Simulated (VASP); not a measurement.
CdTe (zinc blende) is relaxed at rising pressure, each step from the one before. Symmetry mostly holds the structure type, and other phases were not tried. The mesh follows the cell, and a change of mesh leaves a small step in the series.

Input:

```cif
data_CdTe
_chemical_formula_sum 'Cd1 Te1'
_space_group_name_H-M_alt 'P 1'
_space_group_IT_number 1
_cell_length_a 4.54055
_cell_length_b 4.54055
_cell_length_c 4.54055
_cell_angle_alpha 60.000
_cell_angle_beta 60.000
_cell_angle_gamma 60.000
loop_
_space_group_symop_operation_xyz
  'x, y, z'
loop_
_atom_site_label
_atom_site_type_symbol
_atom_site_fract_x
_atom_site_fract_y
_atom_site_fract_z
_atom_site_occupancy
Cd1 Cd 0.00000 0.00000 0.00000 1
Te1 Te 0.25000 0.25000 0.25000 1
```

The numbers are results of LDA (Ceperley-Alder, Perdew-Zunger), VASP's LDA PAW potentials (set 64) (plane waves; VASP 6.6.1), not measurements. Settings: 500 eV cut-off, 7×7×7 Γ-centred mesh, Gaussian smearing of 0.050 eV, potentials Cd Te.

Unless said otherwise, spin-orbit coupling is left out, though it shifts the bands of the heavy elements here.

```json
[
 {"P (GPa)": "0", "V (Å³/atom)": "33.10", "H − H(0) (eV/atom)": "0.000", "space group": "F-43m", "gap on the mesh (eV)": "0.64", "k-mesh": "7×7×7"},
 {"P (GPa)": "5", "V (Å³/atom)": "?", "H − H(0) (eV/atom)": "?", "space group": "F-43m", "gap on the mesh (eV)": "0.91", "k-mesh": "7×7×7"},
 {"P (GPa)": "10", "V (Å³/atom)": "?", "H − H(0) (eV/atom)": "?", "space group": "F-43m", "gap on the mesh (eV)": "1.12", "k-mesh": "8×8×8"},
 {"P (GPa)": "20", "V (Å³/atom)": "25.96", "H − H(0) (eV/atom)": "3.593", "space group": "F-43m", "gap on the mesh (eV)": "1.41", "k-mesh": "8×8×8"},
 {"P (GPa)": "30", "V (Å³/atom)": "24.26", "H − H(0) (eV/atom)": "5.158", "space group": "F-43m", "gap on the mesh (eV)": "1.51", "k-mesh": "8×8×8"},
 {"P (GPa)": "45", "V (Å³/atom)": "22.47", "H − H(0) (eV/atom)": "7.341", "space group": "F-43m", "gap on the mesh (eV)": "1.23", "k-mesh": "8×8×8"}
]
```

Task: Some entries are withheld; supply them.

Result: 
- 10, V (Å³/atom): 28.44
- 10, H − H(0) (eV/atom): 1.900
- 5, V (Å³/atom): 30.33
- 5, H − H(0) (eV/atom): 0.986

Pressures at which the relaxation failed are left out.

The compound is CdTe in the zinc blende structure.
